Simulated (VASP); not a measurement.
Here is the system:

```
CoTi
1.0
    2.94869     0.00000     0.00000
    0.00000     2.94869     0.00000
    0.00000     0.00000     2.94869
Ti Co
1 1
Direct
  0.00000   0.00000   0.00000
  0.50000   0.50000   0.50000
```

The numbers are results of rev-vdW-DF2, VASP's PBE PAW potentials (set 64) (plane waves; VASP 6.6.1), not measurements. Settings: 520 eV cut-off, Gaussian smearing of 0.050 eV, potentials Ti_sv Co.

**Question.** Give the energies of bands 5 to 13 at the high-symmetry points, in eV from the Fermi level.

**Answer.** 
```tsv
band	Γ	X	M	R
5	-7.76	-4.12	-4.53	-2.51
6	-3.94	-3.79	-3.88	-2.51
7	-3.94	-2.47	-2.53	-2.51
8	-1.54	-1.61	-2.53	-2.21
9	-1.54	-1.61	-0.62	-2.21
10	-1.54	-1.10	-0.16	-2.21
11	0.78	-0.87	0.76	-0.59
12	0.78	0.14	0.76	-0.59
13	2.79	0.62	1.24	3.22
```

It has no gap at this level: it comes out as a metal or semimetal.

The compound is TiCo in the CsCl type structure. It was relaxed first. The run is not spin-polarised, so no magnetic state was tried. The electron count is odd and the run is not spin-polarised, which forces a metal.
